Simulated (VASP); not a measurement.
```xyz
5
Lattice="3.9889 0.0000 0.0000 0.0000 3.9889 0.0000 0.0000 0.0000 4.0981" Properties=species:S:1:pos:R:3 pbc="T T T"
Ba     0.0000     3.9889     0.0133
Ti     1.9944     1.9944     2.1351
O      1.9944     1.9944     3.9802
O      0.0000     1.9944     1.9845
O      1.9944     3.9889     1.9845
```

Calculation: optB86b-vdW, VASP's PBE PAW potentials (set 64) (plane waves; VASP 6.6.1). Numerical set-up: 520 eV cut-off, 6×6×6 Γ-centred mesh, tetrahedra with Blöchl corrections, potentials Ba_sv Ti_sv O.

Unless said otherwise, spin-orbit coupling is left out, though it shifts the bands of the heavy elements here.

### Question
Estimate the energy per atom (σ→0), band gap (on the k-mesh) with the smallest direct gap where there is one.

### Answer

* **band gap (on the k-mesh)**: 1.77 eV
* **smallest direct gap (on the k-mesh)**: 2.22 eV
* **energy per atom (σ→0)**: -6.227 eV/atom

Total energies compare only between runs with the same potentials, cut-off and functional.

The compound is BaTiO3 in the tetragonal perovskite structure. It was relaxed first.
